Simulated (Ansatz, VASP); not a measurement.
# Cross-check of MgPt7 (MgPt7 (Fm-3m)) between VASP and Ansatz

Wanted: the spread between two codes on one cell, functional and k mesh. The cell is taken from a series of runs on this material, whose earlier steps may have relaxed, scaled, displaced or heated it; both programs get it as it stands.

Main program and level: Ansatz 0.2.0; plane waves, with VASP 6.6.1 beside it; relaxation of cell and atoms at r2SCAN.

## 1. The structure

It takes space group Fm-3m (No. 225, cubic). Conventional cell: a = 7.873 Å, b = 7.873 Å, c = 7.873 Å, α = 90.00°, β = 90.00°, γ = 90.00°. Nearest to Mg lie 12 Pt at 2.78 Å. Pt has 10 Pt at 2.78 Å and 2 Mg at 2.78 Å nearest. Nearest to Pt lie 12 Pt at 2.78 Å. Farther neighbours are not listed.

Coordinates:

```xyz
8
Lattice="0.0000 3.9365 3.9365 3.9365 0.0000 3.9365 3.9365 3.9365 0.0000" Properties=species:S:1:pos:R:3 pbc="T T T"
Mg    0.0000    0.0000    0.0000
Pt    0.0000    1.9683    1.9683
Pt    3.9365    1.9683    1.9683
Pt    1.9683    0.0000    1.9683
Pt    1.9683    3.9365    1.9683
Pt    1.9683    1.9683    0.0000
Pt    1.9683    1.9683    3.9365
Pt    3.9365    3.9365    3.9365
```

## 2. VASP: relaxation of cell and atoms, r2SCAN

The relaxed volume is the usual yardstick between codes: in a stiff, nearly cubic crystal its relative difference is about their pressure difference at one cell divided by the bulk modulus.

Lines of VASP's logs that name or quote its potential files are left out, and so is its time.

INCAR reads:

```
SYSTEM = MgPt7
PREC = Accurate
ENCUT = 660
EDIFF = 1E-07
NELM = 120
ISMEAR = -1
SIGMA = 0.05
LREAL = .FALSE.
ALGO = Normal
METAGGA = R2SCAN
LASPH = .TRUE.
NBANDS = 44
LORBIT = 11
LWAVE = .FALSE.
LCHARG = .FALSE.
ISIF = 3
IBRION = 2
NSW = 80
EDIFFG = -0.005
GGA_COMPAT = .FALSE.
NELMIN = 4
LMIXTAU = .TRUE.
KPAR = 2
```

POSCAR reads:

```
MgPt7
1.0
    0.0000000000      3.9365240000      3.9365240000
    3.9365240000      0.0000000000      3.9365240000
    3.9365240000      3.9365240000      0.0000000000
Mg Pt
1 7
Direct
    0.0000000000      0.0000000000      0.0000000000
    0.5000000000      0.0000000000      0.0000000000
    0.0000000000      0.5000000000      0.5000000000
    0.0000000000      0.5000000000      0.0000000000
    0.5000000000      0.0000000000      0.5000000000
    0.0000000000      0.0000000000      0.5000000000
    0.5000000000      0.5000000000      0.0000000000
    0.5000000000      0.5000000000      0.5000000000
```

KPOINTS reads:

```
Automatic mesh
0
Gamma
9 9 9
0 0 0
```

The projector-augmented-wave data sets are Mg and Pt (PBE family, release 64).

Launch:

```
$ mpirun -np 2 vasp_std
```

Numbers of over 12 decimals in the logs are rounded to 6 here.

The log of the run:

```text
[banner, memory and clock lines left out]
running    2 mpi-ranks, on    1 nodes
 distrk:  each k-point on    1 cores,    2 groups
 distr:  one band on    1 cores,    1 groups

 POSCAR found type information on POSCAR MgPt
 POSCAR found :  2 types and       8 ions
|                                                                             |
|               ----> ADVICE to this user running VASP <----                  |
|                                                                             |
|     You enforced a specific xc type in the INCAR file but a different       |
|     [... a line on the potential file left out ...]
|     I HOPE YOU KNOW WHAT YOU ARE DOING!                                     |
|                                                                             |

 LDA part: xc-table for (None), standard interpolation
 POSCAR, INCAR and KPOINTS ok, starting setup
 FFT: planning ... GRIDC
 FFT: planning ... GRID_SOFT
 FFT: planning ... GRID
 WAVECAR not read
 entering main loop
       N       E                     dE             d eps       ncg     rms          rms(c)
DAV:   1     0.205425297958E+03    0.20543E+03   -0.43710E+04  3104   0.197E+03
DAV:   2    -0.368139829022E+03   -0.57357E+03   -0.55181E+03  3436   0.384E+02
DAV:   3    -0.390686173288E+03   -0.22546E+02   -0.21635E+02  3496   0.687E+01
DAV:   4    -0.391091519013E+03   -0.40535E+00   -0.40364E+00  3404   0.893E+00
DAV:   5    -0.391097648048E+03   -0.61290E-02   -0.61244E-02  3412   0.113E+00    0.303E+01
DAV:   6    -0.367738667847E+03    0.23359E+02   -0.18958E+01  3236   0.250E+01    0.175E+01
DAV:   7    -0.366896106144E+03    0.84256E+00   -0.55583E+00  3340   0.153E+01    0.970E+00
DAV:   8    -0.367276494215E+03   -0.38039E+00   -0.44390E+00  3292   0.114E+01    0.538E+00
DAV:   9    -0.367100355173E+03    0.17614E+00   -0.14610E+00  3328   0.652E+00    0.264E+00
DAV:  10    -0.367509261843E+03   -0.40891E+00   -0.39988E-01  3252   0.313E+00    0.643E-01
DAV:  11    -0.367506807499E+03    0.24543E-02   -0.29030E-02  3168   0.997E-01    0.447E-01
DAV:  12    -0.367498869280E+03    0.79382E-02   -0.13796E-02  3216   0.681E-01    0.153E-01
DAV:  13    -0.367509792331E+03   -0.10923E-01   -0.50713E-03  3156   0.383E-01    0.104E-01
DAV:  14    -0.367517575634E+03   -0.77833E-02   -0.34029E-03  3380   0.283E-01    0.478E-02
DAV:  15    -0.367517723492E+03   -0.14786E-03   -0.18678E-04  3420   0.689E-02    0.498E-02
DAV:  16    -0.367517640256E+03    0.83235E-04   -0.17109E-04  3284   0.682E-02    0.911E-03
DAV:  17    -0.367517654450E+03   -0.14193E-04   -0.74250E-05  3176   0.508E-02    0.544E-03
DAV:  18    -0.367517683416E+03   -0.28966E-04   -0.22591E-05  3164   0.277E-02    0.174E-03
DAV:  19    -0.367517683153E+03    0.26346E-06   -0.54052E-07  3044   0.446E-03    0.894E-04
DAV:  20    -0.367517683733E+03   -0.58003E-06   -0.22418E-07  2456   0.264E-03    0.800E-04
DAV:  21    -0.367517683788E+03   -0.54934E-07   -0.43342E-08  1608   0.139E-03
   1 F= -.36751768E+03 E0= -.36747644E+03  d E =-.367518E+03
 curvature:   0.00 expect dE= 0.000E+00 dE for cont linesearch  0.000E+00
 trial: gam= 0.00000 g(F)=  0.966E-58 g(S)=  0.153E-03 ort = 0.000E+00 (trialstep = 0.100E+01)
 search vector abs. value=  0.153E-03
 bond charge predicted
       N       E                     dE             d eps       ncg     rms          rms(c)
DAV:   1    -0.367519430369E+03   -0.17466E-02   -0.38861E-02  3080   0.119E+00    0.280E-01
DAV:   2    -0.367517585858E+03    0.18445E-02   -0.59784E-03  3096   0.407E-01    0.106E-01
DAV:   3    -0.367517621402E+03   -0.35544E-04   -0.43035E-04  3168   0.143E-01    0.912E-02
DAV:   4    -0.367517597685E+03    0.23717E-04   -0.16535E-04  3200   0.939E-02    0.573E-02
DAV:   5    -0.367517584969E+03    0.12717E-04   -0.73224E-05  3152   0.377E-02    0.168E-02
DAV:   6    -0.367517602284E+03   -0.17315E-04   -0.42627E-05  3184   0.300E-02    0.492E-03
DAV:   7    -0.367517604609E+03   -0.23249E-05   -0.27828E-06  3188   0.878E-03    0.925E-04
DAV:   8    -0.367517604353E+03    0.25559E-06   -0.23856E-07  2356   0.324E-03    0.308E-04
DAV:   9    -0.367517604393E+03   -0.39459E-07   -0.68252E-08  1568   0.157E-03
   2 F= -.36751760E+03 E0= -.36747650E+03  d E =0.793950E-04
 trial-energy change:    0.000079  1 .order    0.000102   -0.000153    0.000357
 step:   0.3617(harm=  0.2992)  dis= 0.00000  next Energy=  -367.517712 (dE=-0.287E-04)
 bond charge predicted
       N       E                     dE             d eps       ncg     rms          rms(c)
DAV:   1    -0.367518487279E+03   -0.88293E-03   -0.15837E-02  3080   0.759E-01    0.178E-01
DAV:   2    -0.367517715144E+03    0.77213E-03   -0.24399E-03  3088   0.260E-01    0.685E-02
DAV:   3    -0.367517724458E+03   -0.93135E-05   -0.17534E-04  3164   0.911E-02    0.586E-02
DAV:   4    -0.367517712835E+03    0.11623E-04   -0.67996E-05  3196   0.601E-02    0.370E-02
DAV:   5    -0.367517702416E+03    0.10419E-04   -0.29952E-05  3152   0.241E-02    0.108E-02
DAV:   6    -0.367517712345E+03   -0.99291E-05   -0.17319E-05  3184   0.191E-02    0.311E-03
DAV:   7    -0.367517713020E+03   -0.67547E-06   -0.10744E-06  3180   0.546E-03    0.567E-04
DAV:   8    -0.367517713505E+03   -0.48491E-06   -0.93206E-08  1612   0.205E-03    0.190E-04
DAV:   9    -0.367517713480E+03    0.24968E-07   -0.30313E-08  1552   0.101E-03
   3 F= -.36751771E+03 E0= -.36747652E+03  d E =-.296927E-04
 curvature:  -0.15 expect dE=-0.112E-05 dE for cont linesearch -0.112E-05
 trial: gam= 0.00000 g(F)=  0.120E-57 g(S)=  0.754E-05 ort =-0.339E-04 (trialstep = 0.872E+00)
 search vector abs. value=  0.755E-05
 reached required accuracy - stopping structural energy minimisation
```

OUTCAR, selected parts (step 2):

```text
ion  position               nearest neighbor table
   1  0.000  0.000  0.000-   2 2.78   4 2.78   6 2.78   3 2.78   5 2.78   6 2.78   3 2.78   4 2.78
                             7 2.78   2 2.78   5 2.78   7 2.78
   2  0.500  0.000  0.000-   1 2.78   5 2.78   7 2.78   5 2.78   6 2.78   8 2.78   4 2.78   7 2.78
                             8 2.78   1 2.78   4 2.78   6 2.78
   3  0.000  0.500  0.500-   4 2.78   6 2.78   8 2.78   1 2.78   4 2.78   7 2.78   1 2.78   5 2.78
                             6 2.78   5 2.78   7 2.78   8 2.78
   4  0.000  0.500  0.000-   1 2.78   3 2.78   7 2.78   3 2.78   6 2.78   8 2.78   1 2.78   2 2.78
                             6 2.78   2 2.78   7 2.78   8 2.78
   5  0.500  0.000  0.500-   2 2.78   6 2.78   8 2.78   1 2.78   2 2.78   7 2.78   3 2.78   7 2.78
                             8 2.78   1 2.78   3 2.78   6 2.78
   6  0.000  0.000  0.500-   1 2.78   3 2.78   5 2.78   1 2.78   2 2.78   4 2.78   3 2.78   4 2.78
                             8 2.78   2 2.78   5 2.78   8 2.78
   7  0.500  0.500  0.000-   2 2.78   4 2.78   8 2.78   3 2.78   5 2.78   8 2.78   1 2.78   2 2.78
                             5 2.78   1 2.78   3 2.78   4 2.78
   8  0.500  0.500  0.500-   3 2.78   5 2.78   7 2.78   2 2.78   4 2.78   7 2.78   2 2.78   5 2.78
                             6 2.78   3 2.78   4 2.78   6 2.78

  LATTYP: Found a face centered cubic cell.
 ALAT       =     7.8730480000

 Subroutine GETGRP returns: Found 48 space group operations
 (whereof 48 operations were pure point group operations)

The static configuration has the point symmetry O_h .

 Found     35 irreducible k-points:

   k-points           NKPTS =     35   k-points in BZ     NKDIM =     35   number of bands    NBANDS=     44

   dimension x,y,z NGX =    48 NGY =   48 NGZ =   48
   dimension x,y,z NGXF=    96 NGYF=   96 NGZF=   96

   ENCUT  =  660.0 eV  48.51 Ry    6.96 a.u.  11.66 11.66 11.66*2*pi/ulx,y,z

   NELECT =      72.0000    total number of electrons

 k-points in reciprocal lattice and weights: Automatic mesh
   0.00000000  0.00000000  0.00000000       0.001
   0.11111111  0.00000000  0.00000000       0.011
   0.22222222  0.00000000  0.00000000       0.011
   0.33333333  0.00000000  0.00000000       0.011
   0.44444444  0.00000000  0.00000000       0.011
   0.11111111  0.11111111  0.00000000       0.008
   0.22222222  0.11111111  0.00000000       0.033
   0.33333333  0.11111111  0.00000000       0.033
   0.44444444  0.11111111  0.00000000       0.033
[...]
-0.33333333  0.44444444  0.11111111       0.033
  -0.33333333  0.44444444  0.22222222       0.033

 average (electrostatic) potential at core
       1 -34.2858       2 -69.3331       3 -69.3331       4 -69.3331       5 -69.3331
       6 -69.3331       7 -69.3331       8 -69.5717

 E-fermi :   9.9527

 k-point     1 :       0.0000    0.0000    0.0000
  band No.  band energies     occupation
    ...
     27       9.4638      1.99989
     28       9.7696      1.94991
     29       9.9378      1.14839
     30       9.9378      1.14839
     31       9.9984      0.57242
     32      10.0709      0.17192
     33      10.0709      0.17192
     34      10.0709      0.17192
     35      10.1892      0.01749
     36      10.1892      0.01749
    ...

 k-point     2 :       0.1111    0.0000    0.0000
  band No.  band energies     occupation
    ...
     29       9.8543      1.75494
     30       9.8543      1.75494
     31       9.8794      1.62503
     32       9.8829      1.60337
     33       9.8829      1.60337
     34      10.0783      0.15025
     35      10.2075      0.01218
     36      10.2075      0.01218
     37      10.4807      0.00005
     38      10.5010      0.00003
    ...

 k-point     3 :       0.2222    0.0000    0.0000
  band No.  band energies     occupation
    ...
     29       8.8636      2.00000
     30       8.8636      2.00000
     31       9.4695      1.99987
     32       9.5277      1.99959
     33       9.5277      1.99959
     34      10.0997      0.10044
     35      10.1401      0.04603
     36      10.1401      0.04603
     37      10.3681      0.00049
     38      10.8314      0.00000
    ...

  Total        0.0204220      0.0204220      0.0204220     -0.0000000     -0.0000000     -0.0000000
  in kB        0.2683494      0.2683494      0.2683494     -0.0000000     -0.0000000     -0.0000000
  external PRESSURE =       0.2683494 kB  Pullay stress =       0.0000000 kB

  energy-cutoff  :      660.00
  volume of cell :      121.93
      direct lattice vectors                 reciprocal lattice vectors
     0.000000000  3.935735384  3.935735384    -0.127041061  0.127041061  0.127041061
     3.935735384  0.000000000  3.935735384     0.127041061 -0.127041061  0.127041061
     3.935735384  3.935735384  0.000000000     0.127041061  0.127041061 -0.127041061

 POSITION                                       TOTAL-FORCE (eV/Angst)
 -----------------------------------------------------------------------------------
      0.00000      0.00000      0.00000         0.000000      0.000000      0.000000
      0.00000      1.96787      1.96787         0.000000      0.000000      0.000000
      3.93574      1.96787      1.96787        -0.000000      0.000000     -0.000000
      1.96787      0.00000      1.96787         0.000000      0.000000      0.000000
      1.96787      3.93574      1.96787        -0.000000      0.000000      0.000000
      1.96787      1.96787      0.00000         0.000000     -0.000000     -0.000000
      1.96787      1.96787      3.93574         0.000000      0.000000     -0.000000
      3.93574      3.93574      3.93574        -0.000000     -0.000000     -0.000000
 -----------------------------------------------------------------------------------
    total drift:                                0.000000      0.000000      0.000000

  FREE ENERGIE OF THE ION-ELECTRON SYSTEM (eV)
  ---------------------------------------------------
  free  energy   TOTEN  =      -367.5177134803 eV

  energy  without entropy=     -367.4353312965  energy(sigma->0) =     -367.47652239

 reached required accuracy - stopping structural energy minimisation

 total charge
# of ion       s       p       d       tot
------------------------------------------
    1        0.163   0.164   0.047   0.374
    2        0.653   0.575   8.074   9.303
    3        0.653   0.575   8.074   9.303
    4        0.653   0.575   8.074   9.303
    5        0.653   0.575   8.074   9.303
    6        0.653   0.575   8.074   9.303
    7        0.653   0.575   8.074   9.303
    8        0.639   0.604   8.007   9.250
--------------------------------------------------
tot          4.722   4.221  56.498  65.441

[... 3 further parts left out ...]
```

CONTCAR:

```
MgPt7
   1.00000000000000
     0.0000000000000000    3.9357353841082587    3.9357353841082587
     3.9357353841082587    0.0000000000000000    3.9357353841082587
     3.9357353841082587    3.9357353841082587    0.0000000000000000
  Mg              Pt
     1     7
Direct
     0.0000000000000000    0.0000000000000000    0.0000000000000000
     0.5000000000000000    0.0000000000000000    0.0000000000000000
     0.0000000000000000    0.5000000000000000    0.5000000000000000
     0.0000000000000000    0.5000000000000000    0.0000000000000000
     0.5000000000000000    0.0000000000000000    0.5000000000000000
     0.0000000000000000    0.0000000000000000    0.5000000000000000
     0.5000000000000000    0.5000000000000000    0.0000000000000000
     0.5000000000000000    0.5000000000000000    0.5000000000000000
```

(Continued in part 2 of 2.)

[Lines on the potential files, build, host, timing and source positions are cut from VASP's logs without a mark.]

[Logs are printed without paths, hosts, clocks, repeated set-up lines and the standing remarks that a program may print on its own settings, such as how far it seeks lower states.]

[Hosts, paths, dates, database ids (printed as entryN), source tags and the programs' standing remarks are cut or masked in the printed files.]
